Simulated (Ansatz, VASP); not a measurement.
ScPbS4: VASP beside Ansatz

```
CELL_PARAMETERS angstrom
0.00000 3.89005 3.89005
3.89005 0.00000 3.89005
3.89005 3.89005 0.00000
ATOMIC_POSITIONS crystal
Sc 0.25000 0.25000 0.25000
Pb 0.00000 0.00000 0.00000
S 0.62287 0.62287 0.62287
S 0.13139 0.62287 0.62287
S 0.62287 0.62287 0.13139
S 0.62287 0.13139 0.62287
```

Change from the starting cell: species swapped into the MgCu4Sn type (F-43m, No. 216).

Alike in both runs: functional PBE; k mesh 8 × 8 × 8; occupations gaussian, width 0.1 eV; no spin polarisation.

Ansatz relaxed the structure, and its values are those at the end. VASP's run is a single point on that final structure, the one shown.

|  | VASP | Ansatz |
| --- | --- | --- |
| version | VASP 6.6.1 | Ansatz 0.2.0 |
| potentials or method | VASP PAW PBE potentials, release 64 (Sc_sv, Pb_d, S) | scalar-relativistic, plane waves, PAW |
| plane-wave cutoff (eV) | 520 | 420 |
| valence electrons in the cell | 49 | 49 |

Ansatz gave:

- gap on the k mesh at the Fermi level (eV): none
- pressure (GPa): 0.0
- rms of the force components (eV/Å): 0.003

Problem. Which values does VASP return?

Solution. gap on the k mesh at the Fermi level (eV): none; pressure (GPa): -0.1; rms of the force components (eV/Å): 0.004.

A gap of «none» marks a metal or a gap that the smearing closes. With one functional, cell and mesh, what is left measures potentials, basis and numerics.

Spin-orbit coupling is left out, which matters for the levels of Pb.
